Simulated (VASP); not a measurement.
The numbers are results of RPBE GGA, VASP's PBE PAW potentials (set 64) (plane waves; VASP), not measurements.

VASP input:

File KPOINTS:
```
Automatic mesh
0
Gamma
  11 11 11
```

### POSCAR
```
Eu
1
   -2.2916264226     2.2916264226     2.2916264226
    2.2916264226    -2.2916264226     2.2916264226
    2.2916264226     2.2916264226    -2.2916264226
Eu
1
Direct
  0.0000000000   0.0000000000   0.0000000000
```

INCAR:
```
# general
SYSTEM  = Eu
PREC    = Accurate
ENCUT   = 520   # plane-wave cut-off (eV)
LREAL   = .FALSE.   # projection in real space or not
LASPH   = .TRUE.

# electronic loop
EDIFF   = 1E-7
NELM    = 100   # most electronic steps
ALGO    = Normal
LMAXMIX = 6

# smearing
ISMEAR  = 1
SIGMA   = 0.1

# functional
GGA     = RP   # RPBE

# ions
ISIF    = 2

# output
LWAVE   = .FALSE.
LCHARG  = .FALSE.
```

POTCAR, in this order: Eu_2 (PBE.64 set). Program: vasp_std.

The resulting files:

### OSZICAR
```
       N       E                     dE             d eps       ncg     rms          rms(c)
DAV:   1     0.107056381677E+02    0.10706E+02   -0.38326E+03   904   0.811E+02
DAV:   2    -0.133808815288E+01   -0.12044E+02   -0.11870E+02  1280   0.111E+02
DAV:   3    -0.157209642004E+01   -0.23401E+00   -0.22668E+00  1208   0.112E+01
DAV:   4    -0.157435842536E+01   -0.22620E-02   -0.22632E-02  1504   0.160E+00
DAV:   5    -0.157436665281E+01   -0.82275E-05   -0.82275E-05  1168   0.673E-02    0.646E+00
DAV:   6    -0.158799983137E+01   -0.13633E-01   -0.26179E-03  1464   0.492E-01    0.385E+00
DAV:   7    -0.159625426907E+01   -0.82544E-02   -0.64507E-03  1400   0.747E-01    0.661E-02
DAV:   8    -0.159639159304E+01   -0.13732E-03   -0.18966E-04  1496   0.112E-01    0.167E-02
DAV:   9    -0.159640576526E+01   -0.14172E-04   -0.13416E-05  1112   0.285E-02    0.594E-03
DAV:  10    -0.159640587404E+01   -0.10878E-06   -0.23703E-06  1600   0.128E-02    0.158E-03
DAV:  11    -0.159640601660E+01   -0.14256E-06   -0.43382E-08   912   0.194E-03    0.819E-04
DAV:  12    -0.159640613224E+01   -0.11564E-06   -0.50190E-09   672   0.658E-04    0.439E-05
DAV:  13    -0.159640612141E+01    0.10831E-07   -0.60662E-10   584   0.355E-04
   1 F= -.15964061E+01 E0= -.15962135E+01  d E =-.577829E-03
```

OUTCAR:
```
------------------------ aborting loop because EDIFF is reached ----------------------------------------
  FORCE on cell =-STRESS in cart. coord.  units (eV):
  Direction    XX          YY          ZZ          XY          YZ          ZX
  --------------------------------------------------------------------------------------
  Total       -0.0153301     -0.0153301     -0.0153301     -0.0000000     -0.0000000     -0.0000000
  in kB       -0.5102283     -0.5102283     -0.5102283     -0.0000000     -0.0000000     -0.0000000
  external PRESSURE =      -0.5102283 kB  Pullay stress =       0.0000000 kB
  volume of cell :       48.14
      direct lattice vectors                 reciprocal lattice vectors
    -2.291626423  2.291626423  2.291626423     0.000000000  0.218185650  0.218185650
     2.291626423 -2.291626423  2.291626423     0.218185650  0.000000000  0.218185650
     2.291626423  2.291626423 -2.291626423     0.218185650  0.218185650  0.000000000
 POSITION                                       TOTAL-FORCE (eV/Angst)
 -----------------------------------------------------------------------------------
      0.00000      0.00000      0.00000         0.000000      0.000000     -0.000000
 -----------------------------------------------------------------------------------
    total drift:                               -0.000000     -0.000000      0.000000
  FREE ENERGIE OF THE ION-ELECTRON SYSTEM (eV)
  ---------------------------------------------------
  free  energy   TOTEN  =        -1.5964061214 eV

  energy  without entropy=       -1.5958282928  energy(sigma->0) =       -1.59621351
```
(Selected blocks of OUTCAR.)

The 4f electrons are frozen in the core of the lanthanide potential, so 4f levels, which can set the real gap, and their magnetism are missing.

The compound is Eu in the bcc structure. It was relaxed first.
